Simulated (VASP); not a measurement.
The input files of a VASP run:

**POSCAR**
```
HgTe
1
    0.0000000000     3.1888760000     3.2642030000
    3.1683340000     0.0000000000     3.2642030000
    3.1683340000     3.1888760000     0.0000000000
Hg Te
1 1
Direct
  0.0000000000   0.0000000000   0.0000000000
  0.2416090000   0.2583910000   0.2583910000
```

### INCAR
```
! general
SYSTEM =HgTe
PREC   =Accurate
ENCUT  =400
LREAL  =.FALSE.
LASPH  =.TRUE.

! electronic loop
EDIFF  =1E-6
NELM   =100
ALGO   =Normal
LMAXMIX=6

! smearing
ISMEAR =0
SIGMA  =0.05

! functional
GGA    =PE

! ions
ISIF   =2

! output
LWAVE  =.FALSE.
LCHARG =.FALSE.
```

KPOINTS:
```
Automatic mesh
0
Gamma
7 7 7
0 0 0
```

POTCAR, in this order: Hg Te (PBE.64 set). Program: vasp_std.

Problem. Write an equivalent input for Ansatz.

Solution. One equivalent input (not run):
Ansatz 0.2 input:
```yaml
crystal:
  lattice:
    - [0.0000000, 3.1888760, 3.2642030]
    - [3.1683340, 0.0000000, 3.2642030]
    - [3.1683340, 3.1888760, 0.0000000]
  atoms:
    - { symbol: Hg, position: [0.0000000, 0.0000000, 0.0000000] }
    - { symbol: Te, position: [0.2416090, 0.2583910, 0.2583910] }
kpoints:
  mp_grid: { grid: [7, 7, 7] }
hamiltonian:
  xc: pbe
  pseudopotentials: { kind: paw }
scf:
  occupations: { method: gaussian, width: 0.05 }
  max_iter: 100
output: { forces: true, stress: true, eigenvalues: true }
```
What does not carry over: each code has its own PAW files, so the cut-off isn't converted (ENCUT is set for VASP's; basis.ecutwfc is left out, and Ansatz then takes the one that its files recommend); Ansatz stops its SCF on the density residual and VASP on the energy change (EDIFF).

The compound is HgTe in the zinc blende structure. The cell was not relaxed at this level, atoms are displaced from their ideal sites.
